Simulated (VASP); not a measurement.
OSZICAR of a VASP run on TiC (rock salt):

File OSZICAR:
```
       N       E                     dE             d eps       ncg     rms          rms(c)
DAV:   1     0.121537929227E+03    0.12154E+03   -0.85200E+03  2016   0.158E+03
DAV:   2    -0.130662300426E+02   -0.13460E+03   -0.12846E+03  2088   0.385E+02
DAV:   3    -0.230410684439E+02   -0.99748E+01   -0.96458E+01  2732   0.998E+01
DAV:   4    -0.234650297920E+02   -0.42396E+00   -0.42323E+00  2540   0.197E+01
DAV:   5    -0.234825692980E+02   -0.17540E-01   -0.17538E-01  2788   0.369E+00    0.177E+01
DAV:   6    -0.178063420015E+02    0.56762E+01   -0.35755E+01  2484   0.712E+01    0.714E+00
DAV:   7    -0.172331224617E+02    0.57322E+00   -0.49226E+00  2628   0.277E+01    0.424E+00
DAV:   8    -0.172001591865E+02    0.32963E-01   -0.11296E-01  2200   0.411E+00    0.309E+00
DAV:   9    -0.171959576347E+02    0.42016E-02   -0.31670E-01  2300   0.702E+00    0.102E+00
DAV:  10    -0.171916769414E+02    0.42807E-02   -0.22257E-02  2836   0.205E+00    0.800E-01
DAV:  11    -0.171871203872E+02    0.45566E-02   -0.11905E-02  2312   0.165E+00    0.218E-01
DAV:  12    -0.171869676088E+02    0.15278E-03   -0.10964E-03  2776   0.363E-01    0.585E-02
DAV:  13    -0.171869474200E+02    0.20189E-04   -0.62619E-05  2448   0.812E-02    0.186E-02
DAV:  14    -0.171869454774E+02    0.19426E-05   -0.65837E-06  2624   0.279E-02    0.252E-03
DAV:  15    -0.171869455794E+02   -0.10209E-06   -0.13912E-07  1096   0.441E-03
   1 F= -.17186946E+02 E0= -.17186844E+02  d E =-.303299E-03
```

Task: Which electronic solver shows in the log?

Result: It is blocked Davidson (ALGO = Normal, or the opening steps of other solvers). The INCAR had ALGO = Normal.

Task: Can the final energy be trusted as converged?

Result: The run converged. It stopped with EDIFF = 1E-6, NELM = 100 (PBE GGA + U (Dudarev), plane waves, VASP's PBE PAW potentials (set 64)).

The compound is TiC in the rock salt structure. The cell was not relaxed at this level. The run is one of a series of settings (LDAU = .TRUE., LDAUJ = 0 0, LDAUL = 2 -1, LDAUTYPE = 2, LDAUU = 2.0 0 against the base run), some of them coarse on purpose.
